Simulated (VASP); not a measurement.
Energy against volume of CuAu (L1_0). Calculation: SCAN meta-GGA, VASP's PBE PAW potentials (set 64) (plane waves; VASP). Run with 520 eV cut-off, 13×13×10 Γ-centred mesh, first-order Methfessel-Paxton smearing of 0.10 eV, potentials Cu Au.

Shape and ions are relaxed at each volume.

```json
[
 {"V (Å³/atom)": "13.312", "E (eV/atom)": "-42.24131"},
 {"V (Å³/atom)": "13.737", "E (eV/atom)": "-42.26763"},
 {"V (Å³/atom)": "14.161", "E (eV/atom)": "-42.27660"},
 {"V (Å³/atom)": "14.586", "E (eV/atom)": "-42.27200"}
]
```

### Question
Fit these four points and predict the energy of the run at 15.011 Å³/atom.

### Answer
A cubic in V^(−2/3), the third-order Birch-Murnaghan form, passes through the four points with V0 = 14.21 Å³/atom and B0 = 166 GPa, and gives -42.2568 eV/atom there. The run gave -42.2569 eV/atom, -0.1 meV/atom from the fit; all five points give B0 = 165 GPa.

The compound is CuAu in the L1_0 structure. It was relaxed first.
